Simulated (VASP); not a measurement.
A convergence study with VASP on TiC (rock salt): a few settings are varied, all else stays as given below, so the limit is that of these other settings. The cell's lengths are 1 % over those of the tabulated start and one atom is moved, so it is off equilibrium.

```
TiC
1.0
    0.00000     2.18665     2.18665
    2.18665     0.00000     2.18665
    2.18665     2.18665     0.00000
Ti C
1 1
Direct
  0.00000   0.00000   0.00000
  0.48614   0.51386   0.51386
```

Computed with PBEsol GGA, VASP's PBE PAW potentials (set 64) (plane waves; VASP). The last row used: 700 eV cut-off, 12×12×12 Γ-centred mesh, first-order Methfessel-Paxton smearing of 0.10 eV, potentials Ti_sv C.

| setting | E (eV/atom) | pressure (GPa) | largest force (eV/Å) | electronic steps |
|---|---|---|---|---|
| ALGO = Normal, EDIFF = 1E-2 | -9.8728 | -6.76 | 0.502 | 10 |
| ALGO = Normal, EDIFF = 1E-3 | -9.8718 | -13.29 | 0.503 | 12 |
| ALGO = Normal, EDIFF = 1E-4 | -9.8718 | -13.31 | 0.503 | 12 |
| ALGO = Normal, EDIFF = 1E-5 | -9.8718 | -12.79 | 0.503 | 14 |
| ALGO = Normal, EDIFF = 1E-6 | -9.8718 | -12.67 | 0.503 | 15 |
| ALGO = Normal, EDIFF = 1E-8 | -9.8718 | -12.70 | 0.503 | 17 |
| ALGO = Normal, EDIFF = 1E-9 | -9.8718 | -12.70 | 0.503 | 19 |
| ALGO = Fast, EDIFF = 1E-2 | -9.8698 | -16.24 | 0.511 | 11 |
| ALGO = Fast, EDIFF = 1E-3 | -9.8712 | -15.27 | 0.508 | 13 |
| ALGO = Fast, EDIFF = 1E-4 | -9.8717 | -12.80 | 0.506 | 17 |
| ALGO = Fast, EDIFF = 1E-5 | -9.8718 | -12.81 | 0.504 | 24 |
| ALGO = Fast, EDIFF = 1E-6 | -9.8718 | -12.71 | 0.503 | 34 |
| ALGO = Fast, EDIFF = 1E-7 | -9.8718 | -12.70 | 0.503 | 48 |
| ALGO = Fast, EDIFF = 1E-8 | -9.8718 | -12.71 | 0.503 | 70 |
| ALGO = All, EDIFF = 1E-3 | -9.8716 | -13.11 | 0.508 | 16 |
| ALGO = All, EDIFF = 1E-4 | -9.8718 | -12.92 | 0.501 | 19 |
| ALGO = All, EDIFF = 1E-5 | -9.8718 | -12.80 | 0.503 | 22 |
| ALGO = All, EDIFF = 1E-6 | -9.8718 | -12.69 | 0.503 | 27 |
| ALGO = All, EDIFF = 1E-7 | -9.8718 | -12.71 | 0.503 | 31 |
| ALGO = All, EDIFF = 1E-8 | -9.8718 | -12.70 | 0.503 | 35 |
| ALGO = All, EDIFF = 1E-9 | -9.8718 | -12.70 | 0.503 | 43 |

Left out are rungs that failed or repeat a setting and relaxations that didn't move; long series are thinned to 24 rows.

The compound is TiC in the rock salt structure. The cell was not relaxed at this level, it is distorted from the ideal structure.
